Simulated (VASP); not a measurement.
Here is the system:

```yaml
crystal:
  lattice:
    - [2.78895, 0.00000, 0.00000]
    - [0.00000, 2.78895, 0.00000]
    - [0.00000, 0.00000, 2.78895]
  atoms:
    - { symbol: Cr, position: [0.00000, 0.00000, 0.00000] }
    - { symbol: Cr, position: [0.50000, 0.50000, 0.50000] }
```

Method: LDA (Ceperley-Alder, Perdew-Zunger), VASP's LDA PAW potentials (set 64) (plane waves; VASP). Settings: 520 eV cut-off, Gaussian smearing of 0.050 eV, potentials Cr_pv.

Task: Give the energies of bands 7 to 15 at the high-symmetry points, in eV from the Fermi level.

Result: 
| band | Γ | X | M | R |
|---|---|---|---|---|
| 7 | -7.98 | -4.01 | -4.75 | -2.45 |
| 8 | -4.74 | -4.01 | -4.75 | -2.45 |
| 9 | -4.74 | -2.05 | -2.68 | -2.45 |
| 10 | -0.99 | -2.05 | -2.68 | -2.45 |
| 11 | -0.99 | -0.43 | 1.22 | -2.45 |
| 12 | -0.99 | -0.43 | 1.22 | -2.45 |
| 13 | 1.19 | -0.43 | 1.40 | 1.63 |
| 14 | 1.19 | -0.43 | 1.40 | 1.63 |
| 15 | 2.71 | 0.75 | 1.57 | 1.63 |

It has no gap at this level: it comes out as a metal or semimetal.

The compound is Cr in the bcc, AFM order structure. It was relaxed first, which changed the volume by -9 %. The run is not spin-polarised, so no magnetic state was tried.
